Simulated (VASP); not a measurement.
A convergence study with VASP on HfC (rock salt): one setting is varied, all else stays as given below, so the limit is that of these other settings. Each run relaxes cell and ions from the cell shown.

```
HfC
1.0
    0.00000     2.32000     2.32000
    2.32000     0.00000     2.32000
    2.32000     2.32000     0.00000
Hf C
1 1
Direct
  0.00000   0.00000   0.00000
  0.50000   0.50000   0.50000
```

All values below come from PBE GGA, VASP's PBE PAW potentials (set 64) (plane waves; VASP). The tightest run used: 700 eV cut-off, 18×18×18 Γ-centred mesh, first-order Methfessel-Paxton smearing of 0.10 eV, potentials Hf_pv C.

```tsv
setting	relaxed volume (Å³/atom)	E (eV/atom)	irreducible k-points
2×2×2 mesh	12.895	-9.9278	3
3×3×3 mesh	12.536	-10.4091	4
4×4×4 mesh	12.465	-10.4876	8
5×5×5 mesh	12.578	-10.5001	10
```

### Question
These are the cheaper rows. Estimate the results at 18×18×18 mesh, and how far the last row shown lies from them.

### Answer

```tsv
quantity	tightest run	last row shown is off by
relaxed volume (Å³/atom)	12.540	0.039
E (eV/atom)	-10.5248	0.0247
```

Left out are rungs that failed or repeat a setting and relaxations that didn't move; long series are thinned to 24 rows.

The compound is HfC in the rock salt structure.
